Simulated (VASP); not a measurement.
Energy against volume of ZnS (wurtzite). All values below come from revTPSS meta-GGA, VASP's PBE PAW potentials (set 64) (plane waves; VASP). Run with 520 eV cut-off, 7×7×4 Γ-centred mesh, Gaussian smearing of 0.050 eV, potentials Zn S.

Shape and ions are relaxed at each volume.

```json
[
 {"V (Å³/atom)": "18.393", "E (eV/atom)": "-1.38881"},
 {"V (Å³/atom)": "18.980", "E (eV/atom)": "-1.40631"},
 {"V (Å³/atom)": "19.567", "E (eV/atom)": "-1.41420"},
 {"V (Å³/atom)": "20.155", "E (eV/atom)": "-1.41382"}
]
```

Question: Fit these four points and predict the energy of the run at 20.742 Å³/atom.

Answer: A cubic in V^(−2/3), the third-order Birch-Murnaghan form, passes through the four points with V0 = 19.83 Å³/atom and B0 = 71 GPa, and gives -1.4063 eV/atom there. The run gave -1.4063 eV/atom, +0.0 meV/atom from the fit; all five points give B0 = 71 GPa.

The compound is ZnS in the wurtzite structure, the high-temperature form. It was relaxed first.
